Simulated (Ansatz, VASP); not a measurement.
# H3C2N (liquid acetonitrile at 298 K): VASP beside Ansatz

Wanted: the spread between two codes on one cell, functional and k mesh. The structure shown is the start of the Ansatz relaxation below; VASP solves that cell, so the two are compared at the walk's first step.

Calculated with Ansatz 0.2.0; plane waves, with VASP 6.6.1 beside it; single point at PBE with D4.

### 1. Starting point

The cell holds 114 atoms: 38 C, 19 N and 57 H. Cell: a = 11.832 Å, b = 11.832 Å, c = 11.832 Å, α = 90.0°, β = 90.0°, γ = 90.0°. As first built, before any earlier steps moved the atoms (in the runner's words): 19 acetonitrile placed at random, at 0.782 g/cm^3; overlaps pushed apart, then 10 ps at 398 K with MMFF94 bonds, angles, torsions, charges and radii (Halgren, J. Comput. Chem. 17, 490 (1996)) in harmonic and 12-6 forms. Snapshot after 20 ps at 298 K and fixed volume.

### 2. Ansatz: relaxation, PBE with D4

Ansatz runs on its default PAW (the set named soft_2) files.

The two programs are compared at the cell with which this relaxation starts, whose forces are those of its first step.

File input.yaml:

```yaml
crystal:
  lattice:
    - [11.83169, 0.0, 0.0]
    - [0.0, 11.83169, 0.0]
    - [0.0, 0.0, 11.83169]
  atoms:
    - { symbol: C, position: [0.69818, 0.46956, 0.14316] }
    - { symbol: C, position: [0.69827, 0.35033, 0.17308] }
    - { symbol: "N", position: [0.71458, 0.25314, 0.18973] }
    - { symbol: H, position: [0.61755, 0.4975, 0.0991] }
    - { symbol: H, position: [0.77017, 0.48913, 0.09461] }
    - { symbol: H, position: [0.70958, 0.5267, 0.2167] }
    - { symbol: C, position: [0.83513, 0.93612, 0.59591] }
    - { symbol: C, position: [0.94135, 0.88295, 0.63463] }
    - { symbol: "N", position: [0.02675, 0.83825, 0.6639] }
    - { symbol: H, position: [0.77212, 0.95705, 0.66656] }
    - { symbol: H, position: [0.78722, 0.88189, 0.54004] }
    - { symbol: H, position: [0.85594, 0.01475, 0.54514] }
    - { symbol: C, position: [0.93278, 0.86238, 0.14027] }
    - { symbol: C, position: [0.85601, 0.81326, 0.21926] }
    - { symbol: "N", position: [0.80348, 0.78177, 0.29485] }
    - { symbol: H, position: [0.97274, 0.94379, 0.18164] }
    - { symbol: H, position: [0.90022, 0.88264, 0.06063] }
    - { symbol: H, position: [0.00466, 0.80917, 0.12101] }
    - { symbol: C, position: [0.30225, 0.84932, 0.2908] }
    - { symbol: C, position: [0.32014, 0.95871, 0.24001] }
    - { symbol: "N", position: [0.33378, 0.05238, 0.21064] }
    - { symbol: H, position: [0.37558, 0.7948, 0.27541] }
    - { symbol: H, position: [0.22712, 0.81007, 0.25357] }
    - { symbol: H, position: [0.29429, 0.85796, 0.38094] }
    - { symbol: C, position: [0.66381, 0.72818, 0.92849] }
    - { symbol: C, position: [0.66892, 0.756, 0.81174] }
    - { symbol: "N", position: [0.68725, 0.77503, 0.71812] }
    - { symbol: H, position: [0.57755, 0.72803, 0.95821] }
    - { symbol: H, position: [0.70906, 0.79588, 0.97043] }
    - { symbol: H, position: [0.69648, 0.64872, 0.95297] }
    - { symbol: C, position: [0.96438, 0.52029, 0.75708] }
    - { symbol: C, position: [0.95178, 0.57542, 0.86474] }
    - { symbol: "N", position: [0.93493, 0.63719, 0.94151] }
    - { symbol: H, position: [0.9634, 0.58118, 0.69425] }
    - { symbol: H, position: [0.89906, 0.45808, 0.75568] }
    - { symbol: H, position: [0.04431, 0.47839, 0.7444] }
    - { symbol: C, position: [0.06199, 0.58371, 0.43855] }
    - { symbol: C, position: [0.18332, 0.59376, 0.42871] }
    - { symbol: "N", position: [0.28263, 0.61768, 0.41679] }
    - { symbol: H, position: [0.0386, 0.51465, 0.49769] }
    - { symbol: H, position: [0.01684, 0.56349, 0.36327] }
    - { symbol: H, position: [0.01455, 0.66068, 0.46627] }
    - { symbol: C, position: [0.15521, 0.83456, 0.91947] }
    - { symbol: C, position: [0.08641, 0.93733, 0.92353] }
    - { symbol: "N", position: [0.02932, 0.01665, 0.91755] }
    - { symbol: H, position: [0.24089, 0.85724, 0.90938] }
    - { symbol: H, position: [0.12752, 0.78029, 0.8475] }
    - { symbol: H, position: [0.14953, 0.78863, 0.99688] }
    - { symbol: C, position: [0.90347, 0.24181, 0.4114] }
    - { symbol: C, position: [0.9862, 0.15215, 0.42705] }
    - { symbol: "N", position: [0.04771, 0.0743, 0.42641] }
    - { symbol: H, position: [0.91265, 0.30421, 0.47651] }
    - { symbol: H, position: [0.81785, 0.2032, 0.41004] }
    - { symbol: H, position: [0.91178, 0.28138, 0.33078] }
    - { symbol: C, position: [0.10632, 0.21448, 0.12013] }
    - { symbol: C, position: [0.14019, 0.31126, 0.19123] }
    - { symbol: "N", position: [0.1602, 0.38916, 0.24806] }
    - { symbol: H, position: [0.07029, 0.24005, 0.0427] }
    - { symbol: H, position: [0.04423, 0.16245, 0.16802] }
    - { symbol: H, position: [0.17341, 0.16072, 0.0941] }
    - { symbol: C, position: [0.33374, 0.22784, 0.41485] }
    - { symbol: C, position: [0.36986, 0.12532, 0.4782] }
    - { symbol: "N", position: [0.40242, 0.04804, 0.52955] }
    - { symbol: H, position: [0.36225, 0.30362, 0.46129] }
    - { symbol: H, position: [0.24499, 0.22899, 0.38883] }
    - { symbol: H, position: [0.39123, 0.22758, 0.33989] }
    - { symbol: C, position: [0.37398, 0.8277, 0.63569] }
    - { symbol: C, position: [0.36837, 0.71768, 0.69792] }
    - { symbol: "N", position: [0.37534, 0.62981, 0.73925] }
    - { symbol: H, position: [0.29805, 0.88199, 0.6532] }
    - { symbol: H, position: [0.38935, 0.81638, 0.54421] }
    - { symbol: H, position: [0.44656, 0.87219, 0.66015] }
    - { symbol: C, position: [0.62946, 0.67566, 0.45487] }
    - { symbol: C, position: [0.71346, 0.58732, 0.45016] }
    - { symbol: "N", position: [0.77532, 0.50809, 0.44439] }
    - { symbol: H, position: [0.55673, 0.63771, 0.50406] }
    - { symbol: H, position: [0.5894, 0.67974, 0.37363] }
    - { symbol: H, position: [0.65744, 0.75784, 0.48227] }
    - { symbol: C, position: [0.60349, 0.98984, 0.30784] }
    - { symbol: C, position: [0.63879, 0.96341, 0.18887] }
    - { symbol: "N", position: [0.66572, 0.93894, 0.10124] }
    - { symbol: H, position: [0.67064, 0.99387, 0.36481] }
    - { symbol: H, position: [0.54465, 0.92574, 0.34425] }
    - { symbol: H, position: [0.5609, 0.06976, 0.3186] }
    - { symbol: C, position: [0.7929, 0.1532, 0.93662] }
    - { symbol: C, position: [0.8479, 0.20629, 0.83766] }
    - { symbol: "N", position: [0.88659, 0.24347, 0.75734] }
    - { symbol: H, position: [0.85032, 0.15546, 0.01145] }
    - { symbol: H, position: [0.7635, 0.06765, 0.92393] }
    - { symbol: H, position: [0.71694, 0.20846, 0.94278] }
    - { symbol: C, position: [0.5824, 0.39211, 0.65559] }
    - { symbol: C, position: [0.59871, 0.37817, 0.77854] }
    - { symbol: "N", position: [0.60584, 0.37281, 0.87636] }
    - { symbol: H, position: [0.51726, 0.34885, 0.60687] }
    - { symbol: H, position: [0.65783, 0.38004, 0.61068] }
    - { symbol: H, position: [0.56256, 0.48298, 0.64782] }
    - { symbol: C, position: [0.46508, 0.15225, 0.96138] }
    - { symbol: C, position: [0.36693, 0.2239, 0.94022] }
    - { symbol: "N", position: [0.28754, 0.27941, 0.92518] }
    - { symbol: H, position: [0.51176, 0.12465, 0.88766] }
    - { symbol: H, position: [0.43727, 0.0701, 0.99513] }
    - { symbol: H, position: [0.52467, 0.18416, 0.02455] }
    - { symbol: C, position: [0.14997, 0.15208, 0.70912] }
    - { symbol: C, position: [0.14618, 0.25648, 0.63579] }
    - { symbol: "N", position: [0.13935, 0.34204, 0.58773] }
    - { symbol: H, position: [0.12224, 0.17218, 0.79697] }
    - { symbol: H, position: [0.23377, 0.11348, 0.71568] }
    - { symbol: H, position: [0.09367, 0.08859, 0.67494] }
    - { symbol: C, position: [0.29447, 0.51821, 0.99357] }
    - { symbol: C, position: [0.33822, 0.62832, 0.03585] }
    - { symbol: "N", position: [0.36729, 0.71891, 0.06288] }
    - { symbol: H, position: [0.20666, 0.52566, 0.97406] }
    - { symbol: H, position: [0.30126, 0.45796, 0.06332] }
    - { symbol: H, position: [0.33164, 0.48559, 0.91164] }
kpoints:
  mp_grid: { grid: [1, 1, 1] }
hamiltonian:
  xc: pbe
  dispersion: d4
scf:
  occupations: { method: fixed }
output:
  forces: true
relax:
  f_tol: 0.03
  max_steps: 200
  cell: {}
```

Command:

```
$ ansatz run input.yaml --threads 4 --pin off --max-ram 8192MiB --backend cpu --events-out ev --progress --plain --runs-dir out
```

Numbers of over 12 decimals in the logs are rounded to 6 here.

What it wrote:

```text
Engine: ansatz 0.2.0, aarch64-unknown-linux-gnu
Pseudopotentials: kind: paw
Pseudopotential: C, paw, valence charge 4, recommended cutoff 420 eV (normal), C.paw.azcp
Pseudopotential: N, paw, valence charge 5, recommended cutoff 420 eV (normal), N.paw.azcp
Pseudopotential: H, paw, valence charge 1, recommended cutoff 420 eV (normal), H.paw.azcp
Functional definition: PBE
  parameter kappa = 0.804
  parameter beta = 0.066725
  exchange = pbe_x(kappa = kappa, mu = beta*pi^2/3)
  correlation = pbe_c(beta = beta)
Crystal: 114 atoms, lattice volume = 1656.305 Å³
Basis set: ecut = 420 eV, 32423 PW (Γ), exchange–correlation on 160×160×160 points (8 copies of the dense FFT grid, shifted against one another)
Bands: 266, of which v1, the nominal top of the filled ones, is band 152 counted from 1 (151 counted from 0)
Symmetry: 1 space group operations
Space group: P1 (ITA 1), of the structure as read, at distance tolerance 1.2e-4 Å
k-points: 1
Non-local potential: C, projectors of the file, l = 0: 2, l = 1: 2, l = 2: 1
Non-local potential: N, projectors of the file, l = 0: 2, l = 1: 2, l = 2: 1
Non-local potential: H, projectors of the file, l = 0: 2, l = 1: 1
PAW form: soft (Blöchl's): semilocal exchange-correlation on the pseudo side does not see the compensation charge
PAW one-centre angular grid: C, 110 points (default); XC on 64 Gauss nodes
PAW one-centre angular grid: N, 110 points (default); XC on 64 Gauss nodes
PAW one-centre angular grid: H, 110 points (default); XC on 64 Gauss nodes
Initial density: superposition of atomic densities (neutral atoms: chi_scale 0, normalization atom), corrected by the library's trained network
Initial wavefunctions: pseudopotential atomic-orbital guess
Functional: x = pbe(κ = 0.804, μ = 0.219515), c = pbe(β = 0.066725)
SCF iter   1: F=—  HF=-17736.773716 eV  |F-HF|=—  |Δ(HF+E_count)|=         —  Δρ=3.24e-3  dr2=2.44e-1  ethr=1.77e-3  ⟨swp⟩=5.0  Hψ=822  notcnv=0  defer=109
preconditioner: auto → Resta (q_TF=auto, 2.057 Å⁻¹)  ε∞=2.2  [insulator: Δε(μ)=5.916 eV  Ē_g=14.254 eV  n_scr=250 (ndim 8)  ℏωp=15.9 eV  f_vac=0.277  ε∞_Penn≈2.2]
SCF iter   2: F=—  HF=-17736.819772 eV  |F-HF|=—  |Δ(HF+E_count)|=   4.61e-2  Δρ=2.06e-3  dr2=8.77e-2  ethr=8.04e-5  ⟨swp⟩=2.0  Hψ=427  notcnv=0  defer=112
SCF iter   3: F=—  HF=-17736.825827 eV  |F-HF|=—  |Δ(HF+E_count)|=   6.06e-3  Δρ=1.08e-3  dr2=3.26e-2  ethr=2.89e-5  ⟨swp⟩=3.0  Hψ=316  notcnv=0  defer=41
automatic band count: iteration 3 solves 195 bands in place of 266: the levels show a gap, and the empty bands left out lie too high to hold charge; the band table lists the bands solved (type scf.n_extra_bands for more)
SCF iter   4: F=—  HF=-17736.826820 eV  |F-HF|=—  |Δ(HF+E_count)|=   9.93e-4  Δρ=2.92e-4  dr2=2.41e-3  ethr=1.07e-5  ⟨swp⟩=4.0  Hψ=313  notcnv=0  defer=41
SCF iter   5: F=—  HF=-17736.826326 eV  |F-HF|=—  |Δ(HF+E_count)|=   4.94e-4  Δρ=2.22e-4  dr2=1.06e-3  ethr=7.94e-7  ⟨swp⟩=3.0  Hψ=316  notcnv=0  defer=41
SCF iter   6: F=—  HF=-17736.826137 eV  |F-HF|=—  |Δ(HF+E_count)|=   1.89e-4  Δρ=1.06e-4  dr2=2.21e-4  ethr=3.50e-7  ⟨swp⟩=2.0  Hψ=315  notcnv=0  defer=41
SCF iter   7: F=—  HF=-17736.826077 eV  |F-HF|=—  |Δ(HF+E_count)|=   6.08e-5  Δρ=2.68e-5  dr2=1.46e-5  ethr=7.27e-8  ⟨swp⟩=2.0  Hψ=312  notcnv=0  defer=41
SCF iter   8: F=—  HF=-17736.826266 eV  |F-HF|=—  |Δ(HF+E_count)|=   1.89e-4  Δρ=2.08e-5  dr2=8.84e-6  ethr=4.81e-9  ⟨swp⟩=2.0  Hψ=355  notcnv=0  defer=41
SCF iter   9: F=—  HF=-17736.826264 eV  |F-HF|=—  |Δ(HF+E_count)|=   1.60e-6  Δρ=4.80e-6  dr2=4.18e-7  ethr=2.91e-9  ⟨swp⟩=2.0  Hψ=313  notcnv=0  defer=41
SCF iter  10: F=—  HF=-17736.826265 eV  |F-HF|=—  |Δ(HF+E_count)|=   1.27e-7  Δρ=2.86e-6  dr2=1.72e-7  ethr=3.29e-11  ⟨swp⟩=5.0  Hψ=639  notcnv=0
SCF iter  11: F=-17736.826265 eV  HF=-17736.826265 eV  |F-HF|=1.48e-8  |Δ(HF+E_count)|=   1.65e-8  Δρ=1.11e-6  dr2=2.49e-8  ethr=3.29e-11  ⟨swp⟩=4.0  Hψ=637  notcnv=0
SCF 1 converged in 11 iterations: F = -17736.826265 eV  dr2 = 2.49e-8
  greatest PAW one-centre occupation: 0.845 electrons in one spin orbital (limit 2), on the N atom at site 80 (counted from 0), in its partial waves of l = 0
relax step   1: F+E_penalty+E_count = -17736.82626459 eV  Δ(F+E_penalty+E_count) = +0.000e0 eV  max|allowed force component| = 6.067e0 eV/Å  Δτ_max = 0.0000 Å  P = -0.348 GPa  Ω = 1656.305 Å³  (11 SCF iters, dr2 threshold 1.00e-7 eV, accepted)
Crystal: 114 atoms, lattice volume = 1650.869 Å³
Basis set: ecut = 420 eV, 32227 PW (Γ), exchange–correlation on 160×160×160 points (8 copies of the dense FFT grid, shifted against one another)
Initial density: handed on by an earlier stage of this run
Initial wavefunctions: those handed on with the density
iter 1 solved again at ethr=9.29e-4 eV; its pass at ethr=3.10e-3 eV (dr2=2.82e0 eV) is discarded
[...]
- { symbol: C, position: [0.985603, 0.869203, 0.582793] }
    - { symbol: N, position: [0.087070, 0.838340, 0.593256] }
    - { symbol: H, position: [0.806095, 0.877695, 0.638199] }
    - { symbol: H, position: [0.815274, 0.872569, 0.481504] }
    - { symbol: H, position: [0.860884, 0.000609677, 0.570825] }
    - { symbol: C, position: [0.946594, 0.876889, 0.129091] }
    - { symbol: C, position: [0.878692, 0.824428, 0.215993] }
    - { symbol: N, position: [0.823524, 0.780440, 0.284450] }
    - { symbol: H, position: [1.020010, 0.935996, 0.173615] }
    - { symbol: H, position: [0.883106, 0.925620, 0.072089] }
    - { symbol: H, position: [-0.012889, 0.810532, 0.074727] }
    - { symbol: C, position: [0.266909, 0.893227, 0.359075] }
    - { symbol: C, position: [0.264823, 0.962955, 0.258895] }
    - { symbol: N, position: [0.263007, 0.019141, 0.178392] }
    - { symbol: H, position: [0.295012, 0.807173, 0.334156] }
    - { symbol: H, position: [0.174195, 0.889278, 0.391008] }
    - { symbol: H, position: [0.333438, 0.932474, 0.430785] }
    - { symbol: C, position: [0.682507, 0.701031, 0.947188] }
    - { symbol: C, position: [0.670532, 0.767986, 0.844721] }
    - { symbol: N, position: [0.661145, 0.821516, 0.762127] }
    - { symbol: H, position: [0.634464, 0.617458, 0.925084] }
    - { symbol: H, position: [0.639296, 0.743576, 1.020142] }
    - { symbol: H, position: [0.781811, 0.688966, 0.973541] }
    - { symbol: C, position: [0.984240, 0.451724, 0.817520] }
    - { symbol: C, position: [0.994370, 0.555510, 0.893137] }
    - { symbol: N, position: [1.002018, 0.638742, 0.954163] }
    - { symbol: H, position: [0.961608, 0.470880, 0.724893] }
    - { symbol: H, position: [0.908309, 0.396034, 0.841965] }
    - { symbol: H, position: [0.072533, 0.407768, 0.827096] }
    - { symbol: C, position: [0.080759, 0.575830, 0.426793] }
    - { symbol: C, position: [0.209330, 0.580798, 0.400718] }
    - { symbol: N, position: [0.313449, 0.586383, 0.382054] }
    - { symbol: H, position: [0.066908, 0.505750, 0.484107] }
    - { symbol: H, position: [0.018870, 0.561355, 0.344430] }
    - { symbol: H, position: [0.059275, 0.656080, 0.472913] }
    - { symbol: C, position: [0.212956, 0.859933, 0.906430] }
    - { symbol: C, position: [0.104572, 0.928014, 0.886605] }
    - { symbol: N, position: [0.017438, -0.017451, 0.871242] }
    - { symbol: H, position: [0.263208, 0.884234, 0.993459] }
    - { symbol: H, position: [0.275623, 0.873156, 0.838074] }
    - { symbol: H, position: [0.183226, 0.769532, 0.902826] }
    - { symbol: C, position: [0.886739, 0.261086, 0.392472] }
    - { symbol: C, position: [0.954914, 0.158473, 0.377461] }
    - { symbol: N, position: [0.00955341, 0.075819, 0.366542] }
    - { symbol: H, position: [0.860234, 0.269965, 0.482951] }
    - { symbol: H, position: [0.802305, 0.257015, 0.329500] }
    - { symbol: H, position: [0.945974, 0.335301, 0.377064] }
    - { symbol: C, position: [0.022319, 0.197059, 0.066162] }
    - { symbol: C, position: [0.047766, 0.307590, 0.128147] }
    - { symbol: N, position: [0.067018, 0.396054, 0.179051] }
[...]
- { symbol: C, position: [0.326339, 0.279759, 0.353211] }
    - { symbol: C, position: [0.377323, 0.197215, 0.431613] }
    - { symbol: N, position: [0.418898, 0.131164, 0.494938] }
[...]
- { symbol: C, position: [0.373929, 0.749011, 0.641234] }
    - { symbol: C, position: [0.385518, 0.668099, 0.731908] }
    - { symbol: N, position: [0.395253, 0.603645, 0.805280] }
[...]
- { symbol: C, position: [0.632871, 0.649597, 0.464568] }
    - { symbol: C, position: [0.728857, 0.575790, 0.509483] }
    - { symbol: N, position: [0.806272, 0.517184, 0.546014] }
[...]
- { symbol: C, position: [0.601524, 0.985762, 0.289635] }
[...]
- { symbol: N, position: [0.721286, 1.088794, 0.135911] }
[...]
- { symbol: N, position: [0.824571, 0.198333, 0.666212] }
[...]
- { symbol: C, position: [0.529090, 0.368589, 0.684293] }
    - { symbol: C, position: [0.599990, 0.383420, 0.799336] }
    - { symbol: N, position: [0.657551, 0.394596, 0.891517] }
[...]
- { symbol: C, position: [0.436274, 0.199287, 1.026928] }
    - { symbol: C, position: [0.336004, 0.253836, 0.960386] }
    - { symbol: N, position: [0.254166, 0.296723, 0.908043] }
[...]
- { symbol: H, position: [0.396492, 0.131170, 1.075393] }
    - { symbol: H, position: [0.489821, 0.261350, 0.090090] }
    - { symbol: C, position: [0.157393, 0.143014, 0.657834] }
    - { symbol: C, position: [0.159706, 0.257301, 0.617784] }
    - { symbol: N, position: [0.161367, 0.348274, 0.583620] }
    - { symbol: H, position: [0.086347, 0.133229, 0.719304] }
    - { symbol: H, position: [0.248959, 0.125772, 0.702877] }
    - { symbol: H, position: [0.135778, 0.081545, 0.581661] }
    - { symbol: C, position: [0.336393, 0.551493, 1.088966] }
    - { symbol: C, position: [0.393396, 0.664198, 0.118186] }
    - { symbol: N, position: [0.440376, 0.754548, 0.140019] }
    - { symbol: H, position: [0.238545, 0.548708, 1.107999] }
    - { symbol: H, position: [0.386755, 0.490147, 0.142566] }
    - { symbol: H, position: [0.341008, 0.528694, 0.994743] }
```

The column dr2 measures how far the density is from self-consistency, as an energy; F and HF (Harris–Foulkes) agree once it is small.

[end of part 1 of 2]

[Lines on the potential files, build, host, timing and source positions are cut from VASP's logs without a mark.]

[Logs are printed without paths, hosts, clocks, repeated set-up lines and the standing remarks that a program may print on its own settings, such as how far it seeks lower states.]

[Hosts, paths, dates, database ids (printed as entryN), source tags and the programs' standing remarks are cut or masked in the printed files.]

[The MMFF94 radii named for the starting cell were scaled by 0.96; in molecules described by MMFF94, hydrogen bound to N, O or S took a small fixed 12-6 site in their place.]
